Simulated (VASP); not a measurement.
Here is the system:

```
CELL_PARAMETERS angstrom
      0.00000     3.44500     3.44500
      3.44500     0.00000     3.44500
      3.44500     3.44500     0.00000
ATOMIC_POSITIONS crystal
  Rb 0.00000 0.00000 0.00000
  Br 0.50000 0.50000 0.50000
```

All values below come from vdW-DF-cx, VASP's PBE PAW potentials (set 64) (plane waves; VASP). Numerical set-up: 520 eV cut-off, Gaussian smearing of 0.050 eV, potentials Rb_sv Br.

Q: What does the run give for the band gap (along the path) with the smallest direct gap where there is one?

A: 
```
Item                                    Value
------------------------------------  -------
band gap (along the path)             4.39 eV
smallest direct gap (along the path)  4.39 eV
```

Total energies compare only between runs with the same potentials, cut-off and functional.

The compound is RbBr in the rock salt structure. The cell was not relaxed at this level.
